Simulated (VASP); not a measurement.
Here is the system:

```
CELL_PARAMETERS angstrom
      3.85820     0.00000     0.00000
     -1.92910     3.34130     0.00000
      0.00000     0.00000    24.11812
ATOMIC_POSITIONS crystal
  Ca 0.33333 0.66667 0.36938
  Ca 0.00000 0.00000 0.50000
  Ca 0.66667 0.33333 0.63062
```

The numbers are results of PBEsol GGA, VASP's PBE PAW potentials (set 64) (plane waves; VASP), not measurements. Run with PREC = Normal, EDIFF = 1E-5, 400 eV cut-off, 8×8×1 Γ-centred mesh, first-order Methfessel-Paxton smearing of 0.10 eV, potentials Ca_sv.

The ions are relaxed. What does this cell relax into?

```
CELL_PARAMETERS angstrom
      3.85820     0.00000     0.00000
     -1.92910     3.34130     0.00000
      0.00000     0.00000    24.11812
ATOMIC_POSITIONS crystal
  Ca 0.33333 0.66667 0.37365
  Ca 0.00000 0.00000 0.50000
  Ca 0.66667 0.33333 0.62635
```

How much energy does the relaxation gain?

The energy (σ→0) changes by -3.3 meV/atom, in 5 ionic steps.

| step | E(σ→0) (eV) | max force (eV/Å) | pressure (GPa) | volume (Å³) |
|---|---|---|---|---|
| 1 | -5.5779 | 0.097 | -0.11 | 310.92 |
| 2 | -5.5788 | 0.093 | -0.10 | 310.92 |
| 3 | -5.5813 | 0.082 | -0.09 | 310.92 |
| 4 | -5.5853 | 0.053 | -0.04 | 310.92 |
| 5 | -5.5879 | 0.013 | 0.05 | 310.92 |

The cell is a thin slab with vacuum, built from Ca (fcc): (111) face.
